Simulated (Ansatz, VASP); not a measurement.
# Two plane-wave programs on TaSb4Au

INCAR

```
SYSTEM = TaSb4Au
ALGO = Normal
EDIFF = 1E-7
EDIFFG = -0.04
ENCUT = 600
GGA = PE
IBRION = 2
ISIF = 3
ISMEAR = 0
LASPH = .TRUE.
LCHARG = .FALSE.
LREAL = .FALSE.
LWAVE = .FALSE.
NELM = 60
NSW = 90
PREC = Accurate
SIGMA = 0.1
```

File KPOINTS:

```
k-points
0
G
  4 4 4
  0 0 0
```

The input POSCAR:

```
TaSb4Au
1.0
    0.0000000000      4.1340129100      4.1340129100
    4.1340129100      0.0000000000      4.1340129100
    4.1340129100      4.1340129100      0.0000000000
Ta Sb Au
1 4 1
Direct
    0.7500000000      0.7500000000      0.7500000000
    0.3748045600      0.3748045600      0.8755863300
    0.8755863300      0.3748045600      0.3748045600
    0.3748045600      0.3748045600      0.3748045600
    0.3748045600      0.8755863300      0.3748045600
    0.0000000000      0.0000000000      0.0000000000
```

Input for Ansatz:

```yaml
crystal:
  lattice:
    - [0.0, 4.13401291, 4.13401291]
    - [4.13401291, 0.0, 4.13401291]
    - [4.13401291, 4.13401291, 0.0]
  atoms:
    - { symbol: Ta, position: [0.75, 0.75, 0.75] }
    - { symbol: Sb, position: [0.37480456, 0.37480456, 0.87558633] }
    - { symbol: Sb, position: [0.87558633, 0.37480456, 0.37480456] }
    - { symbol: Sb, position: [0.37480456, 0.37480456, 0.37480456] }
    - { symbol: Sb, position: [0.37480456, 0.87558633, 0.37480456] }
    - { symbol: Au, position: [0.0, 0.0, 0.0] }
basis:
  ecutwfc: 420
kpoints:
  mp_grid: { grid: [4, 4, 4] }
hamiltonian:
  xc: pbe
scf:
  occupations: { method: gaussian, width: 0.1 }
  lower_state_search: "off"
output:
  forces: true
  stress: true
  eigenvalues: true
relax:
  adjacent_minimum: "off"
  f_tol: 0.04
  max_steps: 70
  cell: { stress_tol: 0.4 }
```

Change from the starting cell: species swapped into the ErInCu4 type (F-43m, No. 216).

Alike in both runs: task relaxation of cell and atoms; functional PBE; k mesh 4 × 4 × 4; occupations gaussian, width 0.1 eV; no spin polarisation.

|  | VASP | Ansatz |
| --- | --- | --- |
| version | VASP 6.6.1 | Ansatz 0.2.0 |
| potentials or method | VASP PAW PBE potentials, release 64 (Ta_pv, Sb, Au) | scalar-relativistic, plane waves, PAW |
| plane-wave cutoff (eV) | 600 | 420 |
| valence electrons in the cell | 42 | 92 |

|  | VASP | Ansatz | Ansatz less VASP |
| --- | --- | --- | --- |
| gap on the k mesh at the Fermi level, each at its own relaxed structure (eV) | none | none | - |
| relaxed volume (Å³/atom) | 25.49 | 25.44 | -0.047 |
| relaxed cell length with the largest relative difference (Å) | 6.003 | 5.999 | -0.0037 |
| energy change over the relaxation (meV/atom) | -38 | -37 | +0.6 |

A gap of «none» marks a metal or a gap that the smearing closes. The two sets of potentials don't hold the same shells in valence.

The runs have no spin-orbit coupling, so splittings on Au, Sb, Ta are missing.
